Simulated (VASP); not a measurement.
H2Pb, 3 atoms in the cell. The structure is hexagonal, space group P-6m2 (No. 187). The conventional cell has a = 3.427 Å, b = 3.427 Å, c = 5.557 Å, α = 90.00°, β = 90.00°, γ = 120.00°. Around H (site symmetry -6m2) lie 3 Pb at 1.98 Å. H (site symmetry -6m2) has 2 Pb at 2.78 Å as nearest neighbours. Around Pb (site symmetry -6m2) lie 3 H at 1.98 Å. The cell was built by a generator and needn't be a form met in nature.

- Program: VASP 6.6.1
- Task: relaxation of cell and atoms
- Functional: r2SCAN
- Potentials or basis: VASP PAW PBE potentials, release 64 (H, Pb_d)
- Cutoff: 600 eV
- k mesh: 9 × 9 × 5
- Occupations: gaussian, width 0.05 eV
- Spin: no spin polarisation
- Further INCAR settings: ALGO = Normal; EDIFF = 1e-07; IBRION = 2; EDIFFG = -0.005; NSW = 60; ISIF = 3

Potentials or basis: VASP PAW PBE potentials, release 64 (H, Pb_d).

Command:

```bash
$ cat potpaw_PBE.64/H/POTCAR potpaw_PBE.64/Pb_d/POTCAR > POTCAR
$ mpirun -np 1 vasp_std > vasp.out
```

Hardware: 1 thread of Intel(R) Xeon(R) 6975P-C (Granite Rapids), on a shared host.

Q: How long does it take, and how much memory?

A: It took 12 min on 1 thread of Intel(R) Xeon(R) 6975P-C (Granite Rapids), with other jobs on the host, peak memory 0.23 GiB. Counts: scf iterations 231, k points 36, ion steps 15.
